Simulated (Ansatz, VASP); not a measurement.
# Two plane-wave programs on Sn3Br

```xyz
8
Lattice="6.1581 0.0000 0.0000 0.0000 6.1581 0.0000 0.0000 0.0000 6.1581" Properties=species:S:1:pos:R:3 pbc="T T T"
Sn    1.5395    0.0000    3.0791
Sn    3.0791    4.6186    0.0000
Sn    4.6186    0.0000    3.0791
Sn    3.0791    1.5395    0.0000
Sn    0.0000    3.0791    4.6186
Sn    0.0000    3.0791    1.5395
Br    0.0000    0.0000    0.0000
Br    3.0791    3.0791    3.0791
```

Change from the starting cell: species swapped into the SnMo3 type (Pm-3n, No. 223).

Alike in both runs: functional PBE; k mesh 4 × 4 × 4; occupations gaussian, width 0.1 eV; no spin polarisation.

Ansatz relaxed the structure, and its values are those at the end. VASP's run is a single point on that final structure, the one shown.

|  | VASP | Ansatz |
| --- | --- | --- |
| version | VASP 6.6.1 | Ansatz 0.2.0 |
| potentials or method | VASP PAW PBE potentials, release 64 (Sn_d, Br) | scalar-relativistic, plane waves, PAW |
| plane-wave cutoff (eV) | 520 | 420 |
| valence electrons in the cell | 98 | 98 |

```csv
,VASP,Ansatz,Ansatz less VASP
gap on the k mesh at the Fermi level (eV),none,none,-
pressure (GPa),0.0,0.0,+0.04
```

A gap of «none» marks a metal or a gap that the smearing closes. With one functional, cell and mesh, what is left measures potentials, basis and numerics.
